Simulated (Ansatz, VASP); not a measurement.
# MoS2: VASP beside Ansatz

Wanted: the spread between two codes on one cell, functional and k mesh. The cell is taken from a series of runs on this material, whose earlier steps may have relaxed, scaled, displaced or heated it; both programs get it as it stands.

Method: plane waves, with VASP 6.6.1 beside it; zone-centre phonons at PBE with D3(BJ), in Ansatz 0.2.0.

**1. Starting point**

Symmetry: P6_3/mmc, No. 194, hexagonal system. The conventional cell has a = 3.149 Å, b = 3.149 Å, c = 12.091 Å, α = 90.00°, β = 90.00°, γ = 120.00°. Nearest to Mo lie 6 S at 2.40 Å. Nearest to S lie 3 Mo at 2.40 Å. Farther neighbours and most contacts between anions are not listed.

**2. VASP: zone-centre phonons, PBE with D3(BJ)**

Second derivatives magnify differences that forces hide, and they need a tight electronic threshold.

Lines of VASP's logs that name or quote its potential files are left out, and so is its time.

INCAR

```
SYSTEM = MoS2
PREC = Accurate
ENCUT = 500
EDIFF = 1E-08
NELM = 120
ISMEAR = 0
SIGMA = 0.01
LREAL = .FALSE.
ALGO = Normal
GGA = PE
IVDW = 12
NBANDS = 32
LASPH = .TRUE.
LORBIT = 11
LWAVE = .FALSE.
LCHARG = .FALSE.
ISIF = 2
IBRION = 6
NFREE = 2
POTIM = 0.015
NSW = 1
GGA_COMPAT = .FALSE.
EFERMI = MIDGAP
KPAR = 2
```

POSCAR

```
MoS2
1.0
    3.1493430866      0.0000000000      0.0000000000
   -1.5746715433      2.7274111182      0.0000000000
    0.0000000000      0.0000000000     12.0907627097
Mo S
2 4
Direct
    0.3333333334      0.6666666668      0.2500000000
    0.6666666668      0.3333333334      0.7500000000
    0.3333333334      0.6666666668      0.6204919853
    0.6666666668      0.3333333334      0.1204919853
    0.3333333334      0.6666666668      0.8795080147
    0.6666666668      0.3333333334      0.3795080147
```

KPOINTS

```
Automatic mesh
0
Gamma
12 12 3
0 0 0
```

Potentials, in the order of the species: Mo_sv and S (PBE family, release 64).

Command:

```
$ mpirun -np 2 vasp_std
```

Numbers of over 12 decimals in the logs are rounded to 6 here.

What it wrote:

```text
[banner, memory and clock lines left out]
running    2 mpi-ranks, on    1 nodes
 distrk:  each k-point on    1 cores,    2 groups
 distr:  one band on    1 cores,    1 groups

 POSCAR found type information on POSCAR MoS
 POSCAR found :  2 types and       6 ions
 LDA part: xc-table for (Slater+PW92), standard interpolation
 POSCAR, INCAR and KPOINTS ok, starting setup
 FFT: planning ... GRIDC
 FFT: planning ... GRID_SOFT
 FFT: planning ... GRID
 WAVECAR not read
 entering main loop
       N       E                     dE             d eps       ncg     rms          rms(c)
DAV:   1     0.442769509599E+03    0.44277E+03   -0.29269E+04  2736   0.150E+03
DAV:   2    -0.221387862680E+02   -0.46491E+03   -0.45237E+03  2984   0.388E+02
DAV:   3    -0.459075806283E+02   -0.23769E+02   -0.23503E+02  3136   0.771E+01
DAV:   4    -0.464133824713E+02   -0.50580E+00   -0.50424E+00  2928   0.113E+01
DAV:   5    -0.464259481207E+02   -0.12566E-01   -0.12558E-01  3184   0.171E+00    0.348E+01
DAV:   6    -0.442999266147E+02    0.21260E+01   -0.19564E+01  2624   0.244E+01    0.133E+01
DAV:   7    -0.438945902204E+02    0.40534E+00   -0.88594E+00  2704   0.156E+01    0.831E+00
DAV:   8    -0.435415090746E+02    0.35308E+00   -0.14495E+00  3040   0.686E+00    0.303E+00
DAV:   9    -0.435546559426E+02   -0.13147E-01   -0.14189E-01  3192   0.185E+00    0.139E+00
DAV:  10    -0.435451651683E+02    0.94908E-02   -0.62863E-02  2944   0.144E+00    0.321E-01
DAV:  11    -0.435452011458E+02   -0.35978E-04   -0.25313E-03  3064   0.287E-01    0.194E-01
DAV:  12    -0.435451002842E+02    0.10086E-03   -0.46530E-04  3072   0.114E-01    0.815E-02
DAV:  13    -0.435451047730E+02   -0.44888E-05   -0.14292E-04  3240   0.624E-02    0.110E-02
DAV:  14    -0.435451070196E+02   -0.22466E-05   -0.10967E-05  2944   0.188E-02    0.165E-02
DAV:  15    -0.435451075132E+02   -0.49361E-06   -0.19418E-06  2928   0.790E-03    0.496E-03
DAV:  16    -0.435451073503E+02    0.16287E-06   -0.11592E-06  3008   0.609E-03    0.101E-03
DAV:  17    -0.435451074099E+02   -0.59572E-07   -0.57378E-08  2640   0.149E-03    0.928E-04
DAV:  18    -0.435451073854E+02    0.24505E-07   -0.28470E-09  1904   0.297E-04    0.651E-04
DAV:  19    -0.435451073733E+02    0.12128E-07   -0.23591E-09  1744   0.241E-04    0.184E-04
DAV:  20    -0.435451073710E+02    0.22910E-08   -0.46353E-10  1688   0.928E-05
   1 F= -.46169981E+02 E0= -.46169981E+02  d E =0.000000E+00
[... from here on, the cycles between the ionic steps are left out ...]
   2 F= -.46167684E+02 E0= -.46167684E+02  d E =0.000000E+00
   3 F= -.46167684E+02 E0= -.46167684E+02  d E =0.000000E+00
   4 F= -.46166548E+02 E0= -.46166548E+02  d E =0.000000E+00
   5 F= -.46166548E+02 E0= -.46166548E+02  d E =0.000000E+00
   6 F= -.46168876E+02 E0= -.46168876E+02  d E =0.000000E+00
   7 F= -.46168876E+02 E0= -.46168876E+02  d E =0.000000E+00
   8 F= -.46168207E+02 E0= -.46168207E+02  d E =0.000000E+00
 Finite differences progress:
  Degree of freedom:   4/  4
  Displacement:        1/  2
  Total:               7/  8
 bond charge predicted
       N       E                     dE             d eps       ncg     rms          rms(c)
DAV:   1    -0.435402897735E+02    0.31255E-02   -0.88601E-01  3216   0.345E+00    0.810E-01
DAV:   2    -0.435429683967E+02   -0.26786E-02   -0.32475E-02  3976   0.799E-01    0.331E-01
DAV:   3    -0.435428993135E+02    0.69083E-04   -0.53940E-04  3680   0.127E-01    0.203E-01
DAV:   4    -0.435428724512E+02    0.26862E-04   -0.36625E-04  3848   0.882E-02    0.269E-02
DAV:   5    -0.435428617105E+02    0.10741E-04   -0.71943E-05  3928   0.505E-02    0.273E-02
DAV:   6    -0.435428594466E+02    0.22639E-05   -0.11088E-05  3872   0.161E-02    0.204E-02
DAV:   7    -0.435428592614E+02    0.18517E-06   -0.14483E-06  3784   0.656E-03    0.120E-02
DAV:   8    -0.435428591994E+02    0.62002E-07   -0.11382E-06  3920   0.606E-03    0.370E-03
DAV:   9    -0.435428591915E+02    0.78435E-08   -0.32479E-07  3232   0.261E-03    0.106E-03
DAV:  10    -0.435428591912E+02    0.29468E-09   -0.92081E-09  2424   0.514E-04
   9 F= -.46167820E+02 E0= -.46167820E+02  d E =0.000000E+00
 Finite differences progress:
  Degree of freedom:   4/  4
  Displacement:        2/  2
  Total:               8/  8
```

From OUTCAR (step 2):

```text
ion  position               nearest neighbor table
   1  0.333  0.667  0.250-   4 2.40   6 2.40   4 2.40   6 2.40   4 2.40   6 2.40
   2  0.667  0.333  0.750-   3 2.40   5 2.40   3 2.40   5 2.40   3 2.40   5 2.40
   3  0.333  0.667  0.620-   2 2.40   2 2.40   2 2.40
   4  0.667  0.333  0.120-   1 2.40   1 2.40   1 2.40
   5  0.333  0.667  0.880-   2 2.40   2 2.40   2 2.40
   6  0.667  0.333  0.380-   1 2.40   1 2.40   1 2.40

  LATTYP: Found a hexagonal cell.
 ALAT       =     3.1493430866
 C/A-ratio  =     3.8391379971

 Subroutine GETGRP returns: Found 24 space group operations
 (whereof 12 operations were pure point group operations)

The static configuration has the point symmetry D_3d.
 The point group associated with its full space group is D_6h.

 Found     38 irreducible k-points:

   k-points           NKPTS =     38   k-points in BZ     NKDIM =     38   number of bands    NBANDS=     32

   dimension x,y,z NGX =    24 NGY =   24 NGZ =   90
   dimension x,y,z NGXF=    48 NGYF=   48 NGZF=  180

   ENCUT  =  500.0 eV  36.75 Ry    6.06 a.u.   5.74  5.74 22.04*2*pi/ulx,y,z

   NELECT =      52.0000    total number of electrons

 k-points in reciprocal lattice and weights: Automatic mesh
   0.00000000  0.00000000  0.00000000       0.002
   0.08333333  0.00000000  0.00000000       0.014
   0.16666667  0.00000000  0.00000000       0.014
   0.25000000 -0.00000000  0.00000000       0.014
   0.33333333 -0.00000000  0.00000000       0.014
   0.41666667  0.00000000  0.00000000       0.014
   0.50000000 -0.00000000  0.00000000       0.007
   0.08333333  0.08333333  0.00000000       0.014
   0.16666667  0.08333333  0.00000000       0.028
[...]
0.33333333  0.25000000  0.33333333       0.056
   0.33333333  0.33333333  0.33333333       0.009

 Edisp (eV)   -2.62479

 average (electrostatic) potential at core
       1 -74.3256       2 -74.3251       3 -84.0738       4 -84.0839       5 -84.0766
       6 -84.0862

 E-fermi :   8.3350

 k-point     1 :       0.0000    0.0000    0.0000
  band No.  band energies     occupation
    ...
     22       5.8232      2.00000
     23       5.8232      2.00000
     24       6.6593      2.00000
     25       6.8421      2.00000
     26       7.9369      2.00000
     27      10.0356      0.00000
     28      10.0356      0.00000
     29      10.0726      0.00000
     30      10.0726      0.00000
     31      10.1691      0.00000
    ...

 k-point     2 :       0.0833    0.0000    0.0000
  band No.  band energies     occupation
    ...
     22       5.6555      2.00000
     23       5.8769      2.00000
     24       6.6772      2.00000
     25       6.9529      2.00000
     26       7.7109      2.00000
     27       9.9275      0.00000
     28       9.9673      0.00000
     29      10.0258      0.00000
     30      10.0313      0.00000
     31      10.1130      0.00000
    ...

 k-point     3 :       0.1667    0.0000    0.0000
  band No.  band energies     occupation
    ...
     22       5.2643      2.00000
     23       5.8334      2.00000
     24       6.6510      2.00000
     25       6.7764      2.00000
     26       7.1014      2.00000
     27       9.4047      0.00000
     28       9.7439      0.00000
     29       9.8119      0.00000
     30      10.0024      0.00000
     31      10.0286      0.00000
    ...

  FREE ENERGIE OF THE ION-ELECTRON SYSTEM (eV)
  ---------------------------------------------------
  free  energy   TOTEN  =       -46.1678200842 eV

  energy  without entropy=      -46.1678200842  energy(sigma->0) =      -46.16782008

 Eigenvectors and eigenvalues of the dynamical matrix
 ----------------------------------------------------

   1 f  =   14.045604 THz    88.251132 2PiTHz  468.510916 cm-1    58.087924 meV
             X         Y         Z           dx          dy          dz
      0.000000  1.818274  3.022691    -0.000000   -0.000000   -0.439296
      1.574672  0.909137  9.068072     0.000000   -0.000000    0.439296
      0.000000  1.818274  7.502221    -0.000000    0.000000   -0.391803
      1.574672  0.909137  1.456840     0.000000    0.000000    0.391803
      0.000000  1.818274 10.633923    -0.000000    0.000000   -0.391803
      1.574672  0.909137  4.588541     0.000000    0.000000    0.391803

   2 f  =   13.878755 THz    87.202788 2PiTHz  462.945430 cm-1    57.397892 meV
             X         Y         Z           dx          dy          dz
      0.000000  1.818274  3.022691     0.000000    0.000000    0.447587
      1.574672  0.909137  9.068072     0.000000   -0.000000    0.447587
      0.000000  1.818274  7.502221    -0.000000    0.000000   -0.387083
      1.574672  0.909137  1.456840    -0.000000   -0.000000   -0.387083
      0.000000  1.818274 10.633923    -0.000000    0.000000   -0.387083
      1.574672  0.909137  4.588541    -0.000000   -0.000000   -0.387083

   3 f  =   12.282266 THz    77.171752 2PiTHz  409.692289 cm-1    50.795347 meV
             X         Y         Z           dx          dy          dz
      0.000000  1.818274  3.022691     0.000000   -0.000000   -0.000000
      1.574672  0.909137  9.068072     0.000000    0.000000    0.000000
      0.000000  1.818274  7.502221    -0.000000   -0.000000   -0.500000
      1.574672  0.909137  1.456840    -0.000000    0.000000   -0.500000
      0.000000  1.818274 10.633923    -0.000000   -0.000000    0.500000
      1.574672  0.909137  4.588541    -0.000000    0.000000    0.500000

   4 f  =   12.013744 THz    75.484582 2PiTHz  400.735376 cm-1    49.684832 meV
             X         Y         Z           dx          dy          dz
      0.000000  1.818274  3.022691     0.000000   -0.000000   -0.000000
      1.574672  0.909137  9.068072    -0.000000   -0.000000   -0.000000
      0.000000  1.818274  7.502221     0.000000    0.000000    0.500000
      1.574672  0.909137  1.456840    -0.000000    0.000000   -0.500000
      0.000000  1.818274 10.633923     0.000000    0.000000   -0.500000
      1.574672  0.909137  4.588541    -0.000000    0.000000    0.500000

   5 f  =   11.383262 THz    71.523142 2PiTHz  379.704737 cm-1    47.077366 meV
             X         Y         Z           dx          dy          dz
      0.000000  1.818274  3.022691     0.447601   -0.000003   -0.000000
      1.574672  0.909137  9.068072     0.447601   -0.000003   -0.000000
      0.000000  1.818274  7.502221    -0.387074    0.000003    0.000000
      1.574672  0.909137  1.456840    -0.387074    0.000003    0.000000
      0.000000  1.818274 10.633923    -0.387074    0.000003   -0.000000
      1.574672  0.909137  4.588541    -0.387074    0.000003   -0.000000

   6 f  =   11.383262 THz    71.523142 2PiTHz  379.704737 cm-1    47.077366 meV
             X         Y         Z           dx          dy          dz
      0.000000  1.818274  3.022691    -0.000003   -0.447601   -0.000000
      1.574672  0.909137  9.068072    -0.000003   -0.447601    0.000000
      0.000000  1.818274  7.502221     0.000003    0.387074    0.000000
      1.574672  0.909137  1.456840     0.000003    0.387074    0.000000
      0.000000  1.818274 10.633923     0.000003    0.387074    0.000000
      1.574672  0.909137  4.588541     0.000003    0.387074   -0.000000

   7 f  =   11.375320 THz    71.473240 2PiTHz  379.439816 cm-1    47.044520 meV
             X         Y         Z           dx          dy          dz
      0.000000  1.818274  3.022691    -0.445732    0.000001    0.000000
      1.574672  0.909137  9.068072     0.445732   -0.000001   -0.000000
      0.000000  1.818274  7.502221    -0.388151    0.000001    0.000000
      1.574672  0.909137  1.456840     0.388151   -0.000001   -0.000000
      0.000000  1.818274 10.633923    -0.388151    0.000001   -0.000000
      1.574672  0.909137  4.588541     0.388151   -0.000001    0.000000

   8 f  =   11.375320 THz    71.473240 2PiTHz  379.439816 cm-1    47.044520 meV
             X         Y         Z           dx          dy          dz
      0.000000  1.818274  3.022691    -0.000001   -0.445732    0.000000
      1.574672  0.909137  9.068072     0.000001    0.445732    0.000000
      0.000000  1.818274  7.502221    -0.000001   -0.388151   -0.000000
      1.574672  0.909137  1.456840     0.000001    0.388151   -0.000000
      0.000000  1.818274 10.633923    -0.000001   -0.388151   -0.000000
      1.574672  0.909137  4.588541     0.000001    0.388151    0.000000

   9 f  =    8.512387 THz    53.484907 2PiTHz  283.942676 cm-1    35.204389 meV
             X         Y         Z           dx          dy          dz
      0.000000  1.818274  3.022691     0.000000   -0.000000    0.000000
      1.574672  0.909137  9.068072    -0.000000    0.000000    0.000000
      0.000000  1.818274  7.502221    -0.500000    0.000001   -0.000000
      1.574672  0.909137  1.456840    -0.500000    0.000001   -0.000000
      0.000000  1.818274 10.633923     0.500000   -0.000001   -0.000000
      1.574672  0.909137  4.588541     0.500000   -0.000001    0.000000

  10 f  =    8.512387 THz    53.484907 2PiTHz  283.942676 cm-1    35.204389 meV
             X         Y         Z           dx          dy          dz
      0.000000  1.818274  3.022691    -0.000000    0.000000   -0.000000
      1.574672  0.909137  9.068072     0.000000   -0.000000    0.000000
      0.000000  1.818274  7.502221    -0.000001   -0.500000   -0.000000
      1.574672  0.909137  1.456840    -0.000001   -0.500000   -0.000000
      0.000000  1.818274 10.633923     0.000001    0.500000    0.000000
      1.574672  0.909137  4.588541     0.000001    0.500000   -0.000000

  11 f  =    8.417141 THz    52.886457 2PiTHz  280.765605 cm-1    34.810483 meV
             X         Y         Z           dx          dy          dz
      0.000000  1.818274  3.022691     0.000000   -0.000000    0.000000
      1.574672  0.909137  9.068072     0.000000    0.000000   -0.000000
      0.000000  1.818274  7.502221     0.500000   -0.000002    0.000000
      1.574672  0.909137  1.456840    -0.500000    0.000002   -0.000000
      0.000000  1.818274 10.633923    -0.500000    0.000002   -0.000000
      1.574672  0.909137  4.588541     0.500000   -0.000002    0.000000

  12 f  =    8.417141 THz    52.886457 2PiTHz  280.765605 cm-1    34.810483 meV
             X         Y         Z           dx          dy          dz
      0.000000  1.818274  3.022691     0.000000    0.000000   -0.000000
      1.574672  0.909137  9.068072    -0.000000   -0.000000    0.000000
      0.000000  1.818274  7.502221    -0.000002   -0.500000    0.000000
      1.574672  0.909137  1.456840     0.000002    0.500000   -0.000000
      0.000000  1.818274 10.633923     0.000002    0.500000    0.000000
      1.574672  0.909137  4.588541    -0.000002   -0.500000   -0.000000

  13 f  =    1.875949 THz    11.786936 2PiTHz   62.574930 cm-1     7.758299 meV
             X         Y         Z           dx          dy          dz
      0.000000  1.818274  3.022691     0.000000    0.000000    0.554093
      1.574672  0.909137  9.068072    -0.000000   -0.000000   -0.554093
      0.000000  1.818274  7.502221    -0.000000   -0.000000   -0.310629
      1.574672  0.909137  1.456840     0.000000    0.000000    0.310629
      0.000000  1.818274 10.633923    -0.000000   -0.000000   -0.310629
      1.574672  0.909137  4.588541     0.000000    0.000000    0.310629
    [... 42 further lines ...]
      1.574672  0.909137  1.456840    -0.304949    0.084731    0.000000
      0.000000  1.818274 10.633923    -0.304949    0.084731    0.000000
      1.574672  0.909137  4.588541    -0.304949    0.084731    0.000000

 ELASTIC MODULI CONTR FROM IONIC RELAXATION (kBar)
 Direction    XX          YY          ZZ          XY          YZ          ZX
 --------------------------------------------------------------------------------
 XX        -384.3836   -245.2189   -875.5833      0.0000     -0.0000     -0.0000
 YY        -245.2189   -384.3836   -875.5833     -0.0000     -0.0000      0.0000
 ZZ        -875.5833   -875.5833  -2435.3336     -0.0000      0.0000     -0.0000
 XY           0.0000     -0.0000     -0.0000    -69.5824     -0.0000     -0.0000
 YZ           0.0000     -0.0000      0.0000     -0.0000  -1278.5608      0.0000
 ZX          -0.0000      0.0000     -0.0000     -0.0000      0.0000  -1278.5601
 --------------------------------------------------------------------------------

 total charge
# of ion       s       p       d       tot
------------------------------------------
    1        2.293   6.224   3.961  12.477
    2        2.293   6.224   3.961  12.477
    3        1.366   2.342   0.000   3.707
    4        1.366   2.342   0.000   3.707
    5        1.366   2.342   0.000   3.707
    6        1.366   2.342   0.000   3.707
--------------------------------------------------
tot         10.049  21.813   7.921  39.784

[... 1 further part left out ...]
```

This run has no spin polarisation, so a moment on Mo, if there is one, isn't seen. The last energy, forces, stress and levels in OUTCAR belong to the last displaced cell, not to the cell of POSCAR.

Levels, forces or a CONTCAR printed for this step are those of its last displaced cell, not of the structure at rest.

[end of part 1 of 2]

[Lines on the potential files, build, host, timing and source positions are cut from VASP's logs without a mark.]

[Logs are printed without paths, hosts, clocks, repeated set-up lines and the standing remarks that a program may print on its own settings, such as how far it seeks lower states.]

[Hosts, paths, dates, database ids (printed as entryN), source tags and the programs' standing remarks are cut or masked in the printed files.]
